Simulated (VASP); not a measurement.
Here is the system:

```
CELL_PARAMETERS angstrom
     -1.89503     1.89503     3.34564
      1.89503    -1.89503     3.34564
      1.89503     1.89503    -3.34564
ATOMIC_POSITIONS crystal
  Sm 0.00000 0.00000 0.00000
  B  0.38378 0.38378 0.00000
  B  0.61622 0.61622 0.00000
```

Level of theory: PBEsol GGA, VASP's PBE PAW potentials (set 64) (plane waves; VASP 6.6.1). Numerical set-up: 600 eV cut-off, 10×10×10 Γ-centred mesh, first-order Methfessel-Paxton smearing of 0.10 eV, potentials Sm_3 B.

The 4f electrons are frozen in the core of the lanthanide potential, so 4f levels, which can set the real gap, and their magnetism are missing.

Each row applies one change to this cell, which was relaxed at other settings and keeps the small stress of the first row; at a fixed cut-off the stress holds a Pulay part, so it need not integrate to ΔE exactly. Stress is in GPa, positive when the cell is compressed.

| change | ΔE (meV/atom) | σxx | σyy | σzz | largest shear component, with its sign (GPa) | largest force (eV/Å) |
|---|---|---|---|---|---|---|
| none | 0.0 | -0.14 | -0.14 | -0.15 | 0.00 | 0.016 |
| isotropic strain of +1.5 % with the ions relaxed | (withheld) | (withheld) | (withheld) | (withheld) | (withheld) | (withheld) |
| isotropic strain of -4.0 % | 77.6 | 12.60 | 12.60 | 19.62 | 0.00 | 1.550 |
| atom 1 (Sm) moved by 0.150 Å along y | 20.7 | 1.25 | 0.23 | -0.16 | 0.00 | 0.852 |
| uniaxial strain of +3.0 % along y | 7.1 | -1.85 | -4.61 | -0.61 | 0.00 | 0.072 |
| atom 1 (Sm) moved by 0.025 Å along x | 0.5 | -0.11 | -0.11 | -0.16 | 0.00 | 0.132 |
| atom 2 (B) moved by 0.150 Å along y | (withheld) | (withheld) | (withheld) | (withheld) | (withheld) | (withheld) |

Question: Fill in the missing entries.

Answer: 
- isotropic strain of +1.5 % with the ions relaxed, ΔE (meV/atom): 8.1
- isotropic strain of +1.5 % with the ions relaxed, σxx: -3.28
- isotropic strain of +1.5 % with the ions relaxed, σyy: -3.28
- isotropic strain of +1.5 % with the ions relaxed, σzz: -3.58
- isotropic strain of +1.5 % with the ions relaxed, largest shear component, with its sign (GPa): 0.00
- isotropic strain of +1.5 % with the ions relaxed, largest force (eV/Å): 0.001
- atom 2 (B) moved by 0.150 Å along y, ΔE (meV/atom): 7.8
- atom 2 (B) moved by 0.150 Å along y, σxx: 0.42
- atom 2 (B) moved by 0.150 Å along y, σyy: 0.14
- atom 2 (B) moved by 0.150 Å along y, σzz: -1.07
- atom 2 (B) moved by 0.150 Å along y, largest shear component, with its sign (GPa): 1.89
- atom 2 (B) moved by 0.150 Å along y, largest force (eV/Å): 0.411

Failed runs are left out, and for metals the shear rows, which the mesh's noise covers.

The structure was generated: SmB2 was put into the MoSi2 type (I4/mmm), which need not be its known phase. The electron count is odd and the run is not spin-polarised, which forces a metal.
